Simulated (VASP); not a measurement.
Consider the following.

```
AlN
1.0
    0.00000     2.23789     2.23789
    2.23789     0.00000     2.23789
    2.23789     2.23789     0.00000
Al N
1 1
Direct
  0.00000   0.00000   0.00000
  0.25000   0.25000   0.25000
```

The numbers are results of rev-vdW-DF2, VASP's PBE PAW potentials (set 64) (plane waves; VASP), not measurements. Settings: 520 eV cut-off, 10×10×10 Γ-centred mesh, Gaussian smearing of 0.050 eV, potentials Al N.

### Question
Give the stress tensor in GPa (positive for a compressed cell).

### Answer

```
-10.27    0.00    0.00
  0.00  -10.27    0.00
  0.00    0.00  -10.27
```
The pressure is its mean diagonal, -10.27 GPa.

The compound is AlN in the zinc blende structure, a metastable form; wurtzite is the usual one. This cell is one point of a volume scan, at 1.06 of the reference volume.
